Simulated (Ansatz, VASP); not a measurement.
**Two plane-wave programs on Mg2Al5**

```
CELL_PARAMETERS angstrom
3.99985 0.00000 0.00000
0.00000 3.99985 0.00000
0.00000 0.00000 8.42295
ATOMIC_POSITIONS crystal
Mg 0.00000 0.00000 0.67782
Mg 0.00000 0.00000 0.32218
Al 0.75392 0.75392 0.50000
Al 0.24608 0.24608 0.50000
Al 0.24608 0.75392 0.50000
Al 0.75392 0.24608 0.50000
Al 0.00000 0.00000 0.00000
```

Alike in both runs: task single point; functional PBE; k mesh 4 × 4 × 2; occupations gaussian, width 0.1 eV; no spin polarisation.

```csv
,VASP,Ansatz
version,VASP 6.6.1,Ansatz 0.2.0
potentials or method,"VASP PAW PBE potentials, release 64 (Mg, Al)","scalar-relativistic, plane waves, PAW"
plane-wave cutoff (eV),520,420
valence electrons in the cell,19,35
```

|  | VASP | Ansatz | Ansatz less VASP |
| --- | --- | --- | --- |
| gap on the k mesh at the Fermi level (eV) | none | none | - |
| rms of the force components (eV/Å) | 7.212 | 7.095 | -0.1170 |

Atom by atom the forces differ by 0.117 eV/Å (rms over components). A gap of «none» marks a metal or a gap that the smearing closes. The two sets of potentials don't hold the same shells in valence.

Caveats: the k mesh is coarse (spacing up to 0.39 Å⁻¹), so the values aren't converged; forces of over 1 eV/Å show positions far from the minimum, so gaps and moduli don't describe the material at rest.
